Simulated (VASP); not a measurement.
The input files of a VASP run:

INCAR:
```
# general
SYSTEM  = WC
PREC    = Accurate
ENCUT   = 620
LREAL   = .False.
LASPH   = .True.   # aspherical one-centre terms

# electronic loop
EDIFF   = 1E-6   # SCF stop (eV)
NELM    = 100   # most electronic steps
ALGO    = Normal   # blocked Davidson
LMAXMIX = 6

# smearing
ISMEAR  = 1
SIGMA   = 0.1   # width (eV)

# functional
GGA     = PE

# ions
IBRION  = 2   # conjugate gradients
NSW     = 40   # most ionic steps
ISIF    = 3   # ions, shape and volume
EDIFFG  = -0.02   # ionic stop
PSTRESS = 200   # kbar

# output
LWAVE   = .False.
LCHARG  = .False.
```

File POSCAR:
```
WC
1
    1.4490165715    -2.5097704016     0.0000000000
    1.4490165715     2.5097704016     0.0000000000
    0.0000000000     0.0000000000     2.8312611565
W C
1 1
Direct
  0.0000000000   0.0000000000   0.0000000000
  0.3333330000   0.6666670000   0.5000000000
```

KPOINTS:
```
Automatic mesh
0
Gamma
14 14 13
0 0 0
```

POTCAR, in this order: W_sv C (PBE.64 set). Program: vasp_std.

Problem. Write an equivalent input for Quantum ESPRESSO's pw.x.

Solution. One equivalent input (not run):
```
&CONTROL
  calculation = 'vc-relax'
  pseudo_dir = './pseudo'
  outdir = './out'
  tprnfor = .true.
  tstress = .true.
  nstep = 40
  forc_conv_thr = 0.00078
/
&SYSTEM
  ibrav = 0
  nat = 2
  ntyp = 2
  ecutwfc = 82
  occupations = 'smearing'
  smearing = 'methfessel-paxton'
  degauss = 0.00735
  input_dft = 'pbe'
/
&ELECTRONS
  conv_thr = 7.3e-08
  electron_maxstep = 100
/
&IONS
/
&CELL
  press = 200
/
ATOMIC_SPECIES
  W 183.840 W.upf
  C 12.011 C.upf
CELL_PARAMETERS angstrom
     1.4490166   -2.5097704    0.0000000
     1.4490166    2.5097704    0.0000000
     0.0000000    0.0000000    2.8312612
ATOMIC_POSITIONS crystal
  W    0.0000000  0.0000000  0.0000000
  C    0.3333330  0.6666670  0.5000000
K_POINTS automatic
  14 14 13 0 0 0
```
What does not carry over: the potentials are each code's own (VASP's PAW set, PseudoDojo norm-conserving files in pw.x), so ENCUT and ecutwfc are chosen apart and not converted; conv_thr bounds pw.x's estimated SCF error, while EDIFF bounds the energy change between steps; forc_conv_thr acts on force components and is met together with etot_conv_thr.

The compound is WC in the wc structure. This run relaxes it under an external pressure of 20 GPa. Symmetry was kept, so distortions that lower it aren't found.
